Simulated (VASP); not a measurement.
Input of a VASP 6.6.1 run:

Contents of INCAR:

```
SYSTEM = Zr3Mn
ALGO = Normal
BPARAM = 20.0
CPARAM = 0.0093
EDIFF = 1E-6
ENCUT = 520
GGA = PS
ISIF = 2
ISMEAR = 1
ISPIN = 2
IVDW_NL = 2
LASPH = .True.
LCHARG = .False.
LDAU = .True.
LDAUJ = 0 0
LDAUL = 2 2
LDAUPRINT = 1
LDAUTYPE = 2
LDAUU = 5.3 2
LMAXMIX = 4
LORBIT = 11
LREAL = .False.
LUSE_VDW = .True.
LWAVE = .False.
MAGMOM = 0 0 0 0 0 0 4 -2
NELM = 120
PREC = Accurate
SIGMA = 0.1
```

The input KPOINTS:

```
k-points
0
Gamma
  5 5 6
  0 0 0
```

The input POSCAR:

```
Zr3Mn
1.0
    4.3141151871      4.3141151871      0.0000000000
   -4.3141151871      4.3141151871      0.0000000000
    0.0000000000      0.0000000000      4.3141151871
Zr Mn
6 2
Cartesian
    2.1570575936      2.1570575936      0.0000000000
   -2.1570575936      2.1570575936      0.0000000000
   -2.1570575936      4.3141151871      2.1570575936
    2.1570575935      4.3141151871      2.1570575936
    0.0000000000      2.1570575936      2.1570575936
    0.0000000000      6.4711727806      2.1570575936
    0.0000000000      0.0000000000      0.0000000000
    0.0000000000      4.3141151871      0.0000000000
```

File KPOINTS_OPT:

```
path GXMGZRAZ,XR,MA
10
line-mode
reciprocal
 0.0000000000  0.0000000000  0.0000000000  G
 0.0000000000  0.5000000000  0.0000000000  X

 0.0000000000  0.5000000000  0.0000000000  X
 0.5000000000  0.5000000000  0.0000000000  M

 0.5000000000  0.5000000000  0.0000000000  M
 0.0000000000  0.0000000000  0.0000000000  G

 0.0000000000  0.0000000000  0.0000000000  G
 0.0000000000  0.0000000000  0.5000000000  Z

 0.0000000000  0.0000000000  0.5000000000  Z
 0.0000000000  0.5000000000  0.5000000000  R

 0.0000000000  0.5000000000  0.5000000000  R
 0.5000000000  0.5000000000  0.5000000000  A

 0.5000000000  0.5000000000  0.5000000000  A
 0.0000000000  0.0000000000  0.5000000000  Z

 0.0000000000  0.5000000000  0.0000000000  X
 0.0000000000  0.5000000000  0.5000000000  R

 0.5000000000  0.5000000000  0.0000000000  M
 0.5000000000  0.5000000000  0.5000000000  A
```

Potentials or basis: VASP PAW PBE potentials, release 64 (Zr_sv, Mn_pv).

Command:

```console
$ cat potpaw_PBE.64/Zr_sv/POTCAR potpaw_PBE.64/Mn_pv/POTCAR > POTCAR
$ mpirun -np 1 vasp_std > vasp.out
```

**Question.** Estimate the band gap along the path.

**Answer.** None (metal or under the smearing width).

**Question.** Predict the site moments.

**Answer.** Zr +0.00; Mn +3.83, -3.83 μB.

Levels at the corners of the path, in eV from the Fermi level:
Spin up:
```
point  band 45  band 46  band 47  band 48  band 49  band 50  band 51  band 52  band 53  band 54
    Γ    -1.23    -1.06    -0.96    -0.29    -0.04    -0.04     0.79     0.79     0.80     1.96
    X    -1.17    -1.15    -1.08    -0.15     0.20     0.34     0.44     0.49     0.77     0.89
    X    -1.17    -1.15    -1.08    -0.15     0.20     0.34     0.44     0.49     0.77     0.89
    M    -0.74    -0.72    -0.68    -0.65    -0.04    -0.04     0.00     0.28     1.23     1.53
    M    -0.74    -0.72    -0.68    -0.65    -0.04    -0.04     0.00     0.28     1.23     1.53
    Γ    -1.23    -1.06    -0.96    -0.29    -0.04    -0.04     0.79     0.79     0.80     1.96
    Γ    -1.23    -1.06    -0.96    -0.29    -0.04    -0.04     0.79     0.79     0.80     1.96
    Z    -0.74    -0.27     0.19     0.19     0.19     0.60     0.61     0.61     1.04     1.31
    Z    -0.74    -0.27     0.19     0.19     0.19     0.60     0.61     0.61     1.04     1.31
    R    -0.62    -0.38    -0.30    -0.20    -0.19    -0.14     0.27     0.45     0.79     0.92
    R    -0.62    -0.38    -0.30    -0.20    -0.19    -0.14     0.27     0.45     0.79     0.92
    A    -0.97    -0.48    -0.16    -0.07    -0.06    -0.06     0.04     0.10     0.16     0.16
    A    -0.97    -0.48    -0.16    -0.07    -0.06    -0.06     0.04     0.10     0.16     0.16
    Z    -0.74    -0.27     0.19     0.19     0.19     0.60     0.61     0.61     1.04     1.31
    X    -1.17    -1.15    -1.08    -0.15     0.20     0.34     0.44     0.49     0.77     0.89
    R    -0.62    -0.38    -0.30    -0.20    -0.19    -0.14     0.27     0.45     0.79     0.92
    M    -0.74    -0.72    -0.68    -0.65    -0.04    -0.04     0.00     0.28     1.23     1.53
    A    -0.97    -0.48    -0.16    -0.07    -0.06    -0.06     0.04     0.10     0.16     0.16
```
Spin down:
```csv
point,band 47,band 48,band 49,band 50,band 51,band 52
Γ,-0.96,-0.29,-0.04,-0.04,0.79,0.79
X,-1.08,-0.15,0.20,0.34,0.44,0.49
X,-1.08,-0.15,0.20,0.34,0.44,0.49
M,-0.68,-0.65,-0.04,-0.04,0.00,0.28
M,-0.68,-0.65,-0.04,-0.04,0.00,0.28
Γ,-0.96,-0.29,-0.04,-0.04,0.79,0.79
Γ,-0.96,-0.29,-0.04,-0.04,0.79,0.79
Z,0.19,0.19,0.19,0.60,0.61,0.61
Z,0.19,0.19,0.19,0.60,0.61,0.61
R,-0.30,-0.20,-0.19,-0.14,0.27,0.45
R,-0.30,-0.20,-0.19,-0.14,0.27,0.45
A,-0.16,-0.07,-0.06,-0.06,0.04,0.10
A,-0.16,-0.07,-0.06,-0.06,0.04,0.10
Z,0.19,0.19,0.19,0.60,0.61,0.61
X,-1.08,-0.15,0.20,0.34,0.44,0.49
R,-0.30,-0.20,-0.19,-0.14,0.27,0.45
M,-0.68,-0.65,-0.04,-0.04,0.00,0.28
A,-0.16,-0.07,-0.06,-0.06,0.04,0.10
```

Caveat: the U is typed as a test and isn't derived for this compound. The state reached can hang on the start; a lower one may exist.
